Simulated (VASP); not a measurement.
# Nb2SiO2 (I4/mmm) in VASP: density of states with PBE

Aim: the density of states of Nb2SiO2 with PBE.

All numbers are computed with VASP 6.6.1; they aren't measurements. Logs are shortened: lines on timing, memory, paths and dates and some standing lists are left out, and cuts for length are marked.

### 1 The structure

The structure is tetragonal, space group I4/mmm (No. 139). Conventional cell: a = 2.882 Å, b = 2.882 Å, c = 14.356 Å, α = 90.00°, β = 90.00°, γ = 90.00°. Around Nb (site symmetry 4mm) lie 5 O at 2.21 to 2.37 Å. Around Si (site symmetry 4/mmm) lie 2 O at 2.83 Å and 8 Nb at 2.84 Å and 4 Si at 2.88 Å. Around O (site symmetry 4mm) lie 5 Nb at 2.21 to 2.37 Å.

The cell was built by a generator and needn't be a form met in nature.

### 2 Density of states, PBE

Contents of POSCAR:

```
Nb2SiO2
1.0
   -1.4407700000      1.4407700000      7.1777600000
    1.4407700000     -1.4407700000      7.1777600000
    1.4407700000      1.4407700000     -7.1777600000
Nb Si O
2 1 2
Direct
    0.1376950000      0.1376950000      0.0000000000
    0.8623050000      0.8623050000      0.0000000000
    0.5000000000      0.5000000000      0.0000000000
    0.6969130000      0.6969130000      0.0000000000
    0.3030870000      0.3030870000      0.0000000000
```

Contents of INCAR.step1:

```
ALGO = Normal
EDIFF = 1E-6
ENCUT = 520
GGA = PE
ISIF = 2
ISMEAR = 0
KPAR = 4
LASPH = T
LCHARG = T
LMAXMIX = 4
LREAL = F
LWAVE = F
NBANDS = 29
NELM = 80
PREC = Accurate
SIGMA = 0.1
```

Contents of KPOINTS.step1:

```
k-points
0
Gamma
  14 14 14
```

Contents of INCAR.step2:

```
ALGO = Normal
EDIFF = 1E-6
ENCUT = 520
GGA = PE
ICHARG = 11
ISIF = 2
ISMEAR = -5
KPAR = 4
LASPH = T
LCHARG = F
LMAXMIX = 4
LORBIT = 11
LREAL = F
LWAVE = F
NBANDS = 29
NEDOS = 1001
NELM = 80
PREC = Accurate
SIGMA = 0.1
```

Contents of KPOINTS.step2:

```
k-points
0
Gamma
  21 21 21
```

Potentials or basis: VASP PAW PBE potentials, release 64 (Nb_sv, Si, O).

Run with:

```bash
$ cat potpaw_PBE.64/Nb_sv/POTCAR potpaw_PBE.64/Si/POTCAR potpaw_PBE.64/O/POTCAR > POTCAR
$ cp INCAR.step1 INCAR
$ cp KPOINTS.step1 KPOINTS
$ mpirun -np 4 vasp_std > vasp.out
$ cp INCAR.step2 INCAR
$ cp KPOINTS.step2 KPOINTS
$ mpirun -np 4 vasp_std > vasp.out
```

OUTCAR:

```text
EDIFF = 1E-6
   ENCUT = 520
   GGA = PE
   ICHARG = 11
   ISIF = 2
   ISMEAR = -5
   LASPH = T
   LORBIT = 11
   LREAL = F
   NELM = 80
   PREC = Accurate

 ion  position               nearest neighbor table
   1  0.138  0.138  0.000-   4 2.21   4 2.21   4 2.21   4 2.21   5 2.37   3 2.84   3 2.84   3 2.84
                             3 2.84
   2  0.862  0.862  0.000-   5 2.21   5 2.21   5 2.21   5 2.21   4 2.37   3 2.84   3 2.84   3 2.84
                             3 2.84
   3  0.500  0.500  0.000-   1 2.84   1 2.84   1 2.84   2 2.84   1 2.84   2 2.84   2 2.84   2 2.84

   4  0.697  0.697  0.000-   1 2.21   1 2.21   1 2.21   1 2.21   2 2.37
   5  0.303  0.303  0.000-   2 2.21   2 2.21   2 2.21   2 2.21   1 2.37

  LATTYP: Found a body centered tetragonal cell.
 ALAT       =     2.8815400000
 C/A-ratio  =     4.9818916274

  Lattice vectors:

 A1 = (  -1.4407700000,   1.4407700000,   7.1777600000)
 A2 = (   1.4407700000,  -1.4407700000,   7.1777600000)
 A3 = (   1.4407700000,   1.4407700000,  -7.1777600000)

Analysis of symmetry for initial positions (statically):
=====================================================================
 Subroutine PRICEL returns:
 Original cell was already a primitive cell.

 Routine SETGRP: Setting up the symmetry group for a
 body centered tetragonal supercell.

 Subroutine GETGRP returns: Found 16 space group operations
 (whereof 16 operations were pure point group operations)
 out of a pool of 16 trial point group operations.

The static configuration has the point symmetry D_4h.

Analysis of symmetry for dynamics (positions and initial velocities):
=====================================================================
 Subroutine PRICEL returns:
 Original cell was already a primitive cell.

 Routine SETGRP: Setting up the symmetry group for a
 body centered tetragonal supercell.

 Subroutine GETGRP returns: Found 16 space group operations
 (whereof 16 operations were pure point group operations)
 out of a pool of 16 trial point group operations.

The dynamic configuration has the point symmetry D_4h.

 Subroutine INISYM returns: Found 16 space group operations
 (whereof 16 operations are pure point group operations),
 and found     1 'primitive' translations

[... 106 lines left out ...]
   IBRION =     -1    ionic relax: 0-MD 1-quasi-New 2-CG
   NFREE  =      0    steps in history (QN), initial steepest desc. (CG)
   ISIF   =      2    stress and relaxation
   ISYM   =      2    0-nonsym 1-usesym 2-fastsym
   POTIM  = 0.5000    time-step for ionic-motion
   TEBEG  =    0.0;   TEEND  =   0.0 temperature during run
   PSTRESS=    0.0 pullay stress
   NELECT =      42.0000    total number of electrons
   NUPDOWN=      -1.0000    fix difference up-down
   EMIN   =  10.00;   EMAX   =-10.00  energy-range for DOS
   EFERMI =   0.00;   METHOD = LEGACY
   ISMEAR =    -5;   SIGMA  =   0.10  broadening in eV -4-tet -1-fermi 0-gaus
   EFERMI_NEDOS =   21; number of points for ismear=-14 and -15
   IALGO  =     38    algorithm
   IMIX   =      4    mixing-type and parameters
     AMIX     =   0.40;   BMIX     =  1.00
     AMIX_MAG =   1.60;   BMIX_MAG =  1.00
  volume/ion in A,a.u.               =      11.92        80.44
  Fermi-wavevector in a.u.,A,eV,Ry     =   1.456840  2.753028 28.876770  2.122383
  Thomas-Fermi vector in A             =   2.573711
   LORBIT       =     11    0 simple, 1 ext, 2 COOP (PROOUT), +10 PAW based schemes
   GGA     = PE    functional components
   LHFCALC =     F    Hartree Fock is set to
   AEXX    =    0.0000 exact exchange contribution
   IVDW    =     0    specifies the selected vdW correction
   LEPSILON=     F    determine dielectric tensor
   LRPA    =     F    only Hartree local field effects (RPA)
 non-spin polarized calculation
 Fermi weights with tetrahedron method with Bloechl corrections
  energy-cutoff  :      520.00
  volume of cell :       59.60
 maximum number of plane-waves:      1631

 number of electron      42.0000003 magnetization

 Free energy of the ion-electron system (eV)
  ---------------------------------------------------
  ext. energy  EPLUGINS =         0.00000000
  ---------------------------------------------------
  free energy    TOTEN  =       -42.68039958 eV

  energy without entropy =      -42.68039958  energy(sigma->0) =      -42.68039958

 E-fermi :  11.4463     XC(G=0): -12.5357

 val. band max:       11.4822922811   @ k =  -0.4762   0.4762   0.0000
 cond. band min:      11.4330257102   @ k =   0.3333   0.1905   0.0952
 fundamental gap:     -0.0492665709
 Fermi energy:        11.4462765632

 k-point     1 :       0.0000    0.0000    0.0000
  band No.  band energies     occupation
      1     -44.3887      2.00000
      2     -44.3804      2.00000
      3     -20.6448      2.00000
      4     -20.4560      2.00000
      5     -19.9997      2.00000
      6     -19.9997      2.00000
[... 757 lines left out ...]
     28      15.1063      0.00000
     29      15.3242      0.00000

 [... further k-points ...]
[... 5 lines left out ...]
  --------------------------------------------------------------------------------------
  -------------------------------------------------------------------------------------
  Total       -0.1000734     -0.1000734     -0.0547926      0.0000000      0.0000000     -0.0000000
  in kB       -2.6902387     -2.6902387     -1.4729700      0.0000000      0.0000000     -0.0000000
  external PRESSURE =      -2.2844825 kB  Pullay stress =       0.0000000 kB

 VOLUME and BASIS-vectors are now :
 -----------------------------------------------------------------------------
  energy-cutoff  :      520.00
  volume of cell :       59.60
      direct lattice vectors                 reciprocal lattice vectors
    -1.440770000  1.440770000  7.177760000     0.000000000  0.347036654  0.069659615
     1.440770000 -1.440770000  7.177760000     0.347036654  0.000000000  0.069659615
     1.440770000  1.440770000 -7.177760000     0.347036654  0.347036654  0.000000000

 POSITION                                       TOTAL-FORCE (eV/Angst)
 -----------------------------------------------------------------------------------
      0.00000      0.00000      1.97668        -0.000000     -0.000000      0.019295
      0.00000      0.00000     12.37884         0.000000      0.000000     -0.019295
      0.00000      0.00000      7.17776         0.000000      0.000000     -0.000000
      0.00000      0.00000     10.00455        -0.000000     -0.000000     -0.008056
      0.00000      0.00000      4.35097         0.000000      0.000000      0.008056
 -----------------------------------------------------------------------------------
    total drift:                                0.000000      0.000000     -0.000000

  FREE ENERGIE OF THE ION-ELECTRON SYSTEM (eV)
  ---------------------------------------------------
  free  energy   TOTEN  =       -42.6803995824 eV

  energy  without entropy=      -42.6803995824  energy(sigma->0) =      -42.68039958

 total charge

# of ion       s       p       d       tot
------------------------------------------
    1        2.149   6.041   2.368  10.558
    2        2.149   6.041   2.368  10.558
    3        0.776   0.787   0.000   1.562
    4        1.569   3.462   0.000   5.031
    5        1.569   3.462   0.000   5.031
--------------------------------------------------
tot          8.211  19.792   4.736  32.739
```

OSZICAR.step1:

```text
N       E                     dE             d eps       ncg     rms          rms(c)
DAV:   1     0.445630151576E+03    0.44563E+03   -0.23247E+04 14168   0.149E+03
DAV:   2    -0.968098853152E+01   -0.45531E+03   -0.44251E+03 16999   0.551E+02
DAV:   3    -0.456579280699E+02   -0.35977E+02   -0.35201E+02 22936   0.128E+02
DAV:   4    -0.482851000446E+02   -0.26272E+01   -0.26076E+01 23447   0.280E+01
DAV:   5    -0.483450836632E+02   -0.59984E-01   -0.59907E-01 22003   0.423E+00    0.162E+01
DAV:   6    -0.430088121716E+02    0.53363E+01   -0.30730E+01 19496   0.365E+01    0.697E+00
DAV:   7    -0.426991117988E+02    0.30970E+00   -0.35151E+00 22212   0.126E+01    0.315E+00
DAV:   8    -0.426872845487E+02    0.11827E-01   -0.33409E-01 19778   0.411E+00    0.148E+00
DAV:   9    -0.426869014042E+02    0.38314E-03   -0.60981E-02 21877   0.168E+00    0.526E-01
DAV:  10    -0.426878830667E+02   -0.98166E-03   -0.71636E-03 20400   0.723E-01    0.202E-01
DAV:  11    -0.426880134326E+02   -0.13037E-03   -0.17825E-03 23460   0.407E-01    0.470E-02
DAV:  12    -0.426880149299E+02   -0.14972E-05   -0.14058E-04 19404   0.849E-02    0.184E-02
DAV:  13    -0.426880142844E+02    0.64545E-06   -0.22371E-05 19629   0.375E-02    0.473E-03
DAV:  14    -0.426880140392E+02    0.24519E-06   -0.17074E-06 11968   0.110E-02
   1 F= -.42688014E+02 E0= -.42682227E+02  d E =-.115748E-01
```

It took 16 min on 4 MPI ranks of Intel Xeon Platinum 8488C (Sapphire Rapids), shared host; peak memory 1.3 GiB.

What came out:

```
Valence electrons inside the program's atomic spheres : Nb 10.56; Si 1.56; O 5.03
```

States per cell in windows of 1 eV (zero at the Fermi level; states under -8 eV left out):
```csv
from (eV),total,Nb1_d,Nb2_d,O4_p,O5_p,Si3_p,Si3_s
-8.0,3.01,0.17,0.17,0.63,0.63,0.03,0.09
-7.0,1.74,0.10,0.10,0.38,0.38,0.02,0.06
-6.0,5.17,0.36,0.36,1.35,1.35,0.06,0.03
-5.0,3.11,0.17,0.17,0.71,0.71,0.15,0.04
-4.0,0.85,0.09,0.09,0.04,0.04,0.12,0.02
-3.0,2.31,0.40,0.40,0.13,0.13,0.23,0.03
-2.0,1.24,0.22,0.22,0.08,0.08,0.09,0.04
-1.0,3.17,0.81,0.81,0.12,0.12,0.07,0.04
0.0,1.60,0.45,0.45,0.05,0.05,0.08,0.03
1.0,3.89,1.27,1.27,0.10,0.10,0.10,0.06
2.0,3.77,1.20,1.20,0.21,0.21,0.06,0.05
3.0,4.03,1.33,1.33,0.25,0.25,0.10,0.04
4.0,2.72,0.79,0.79,0.13,0.13,0.20,0.08
5.0,0.28,0.06,0.06,0.01,0.01,0.04,0.01
6.0,0.04,0.01,0.01,0.00,0.00,0.01,0.00
7.0,0.00,0.00,0.00,0.00,0.00,0.00,0.00
```

Caveat: tetrahedron occupations give inexact forces and stress in metals.
